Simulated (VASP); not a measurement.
```xyz
2
Lattice="2.8437 0.0000 0.0000 0.0000 2.8437 0.0000 0.0000 0.0000 2.8437" Properties=species:S:1:pos:R:3 pbc="T T T"
Ti     0.0000     0.0000     0.0000
Co     1.4218     1.4218     1.4218
```

Method: PBE GGA, VASP's PBE PAW potentials (set 64) (plane waves; VASP). Run with 500 eV cut-off, 13×13×13 Γ-centred mesh, first-order Methfessel-Paxton smearing of 0.10 eV, potentials Ti_sv Co.

Energy and stress use the plane-wave basis of the starting cell.

Q: The ions, cell shape and volume at an external pressure of 45.0 GPa are relaxed. Which structure does the run end with?

A: 
```xyz
2
Lattice="2.7995 0.0000 0.0000 0.0000 2.7995 0.0000 0.0000 0.0000 2.7995" Properties=species:S:1:pos:R:3 pbc="T T T"
Ti     0.0000     0.0000     0.0000
Co     1.3998     1.3998     1.3998
```
Space group Pm-3m (221), at a tolerance of 0.03 Å.

Q: How do energy and volume change from the first to the last step?

A: The energy (σ→0) changes by +122.4 meV/atom and the volume by -4.6 %, in 4 ionic steps.

```
step  E(σ→0) (eV)  max force (eV/Å)  pressure (GPa)  volume (Å³)
----  -----------  ----------------  --------------  -----------
1        -15.3716             0.000           29.94        23.00
2        -14.1397             0.000           93.64        19.58
3        -15.1364             0.000           44.39        21.98
4        -15.1268             0.000           44.89        21.94
```

The compound is TiCo in the CsCl type structure. This run relaxes it under an external pressure of 45 GPa. Symmetry was kept, so distortions that lower it aren't found. The run is not spin-polarised, so no magnetic state was tried. The electron count is odd and the run is not spin-polarised, which forces a metal.
